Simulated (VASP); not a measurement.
**BaS (relaxed from the zinc blende structure, space group F-43m): computed properties**

Computed with PBEsol GGA, VASP's PBE PAW potentials (set 64) (plane waves; VASP).

```
Quantity                                                                                                              Value
---------------------------------------------  ----------------------------------------------------------------------------
space group                                                                                                     F-43m (216)
cell                                           a = 6.9758 Å, b = 6.9758 Å, c = 6.9758 Å, α = 90.00°, β = 90.00°, γ = 90.00°
volume per atom                                                                                               42.43 Å³/atom
band gap (over mesh and band path)                                                                                  2.66 eV
smallest direct gap (over mesh and band path)                                                                       3.32 eV
band-edge character                                                                                        indirect, W to Γ
density                                                                                                          3.31 g/cm³
```

```
CELL_PARAMETERS angstrom
      0.00000     3.48792     3.48792
      3.48792     0.00000     3.48792
      3.48792     3.48792     0.00000
ATOMIC_POSITIONS crystal
  Ba 0.00000 0.00000 0.00000
  S  0.25000 0.25000 0.25000
```

Unless said otherwise, spin-orbit coupling is left out, though it shifts the bands of the heavy elements here.

The structure was generated: BaS was put into the zinc blende type (F-43m), which need not be its known phase. It was relaxed first, which changed the volume by -16 %. Symmetry was kept, so distortions that lower it aren't found.
